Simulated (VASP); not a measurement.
Crystal: Cu.

```
Cu
1.0
     0.00000    1.82500    1.82500
     1.82500    0.00000    1.82500
     1.82500    1.82500    0.00000
Cu
1
Direct
  0.00000 0.00000 0.00000
```

- Program: VASP 6.6.1
- Task: relaxation of cell and atoms
- Functional: PBEsol
- Potentials or basis: VASP PAW PBE potentials, release 64 (Cu)
- Cutoff: 600 eV
- k mesh: 20 × 20 × 20
- Occupations: gaussian, width 0.1 eV
- Spin: no spin polarisation

At the start: pressure -9.3 GPa; volume 12.16 Å³/atom.

How do energy, volume and symmetry change on relaxing?

Over 6 steps the energy falls by 24.8 meV/atom and the volume is 11.38 Å³/atom (-6.4 %); space group Fm-3m (No. 225, to 0.05 Å).

Step by step:
| step | energy change (eV) | largest force (eV/Å) | pressure (GPa) | volume (Å³) |
| --- | --- | --- | --- | --- |
| 1 | 0.0000 | 0.0000 | -9.30 | 12.16 |
| 2 | -0.0168 | 0.0000 | 6.74 | 10.96 |
| 3 | -0.0248 | 0.0000 | 0.12 | 11.36 |
| 4 | -0.0248 | 0.0000 | -0.20 | 11.38 |
| 5 | -0.0248 | 0.0000 | -0.14 | 11.38 |
| 6 | -0.0248 | 0.0000 | -0.05 | 11.38 |

Final structure:
```yaml
crystal:
  lattice:
    - [0.00000, 1.78511, 1.78511]
    - [1.78511, 0.00000, 1.78511]
    - [1.78511, 1.78511, 0.00000]
  atoms:
    - { symbol: Cu, position: [0.00000, 0.00000, 0.00000] }
```

Caveat: the PAW data sets were made with another functional, which shifts forces and pressure a little.
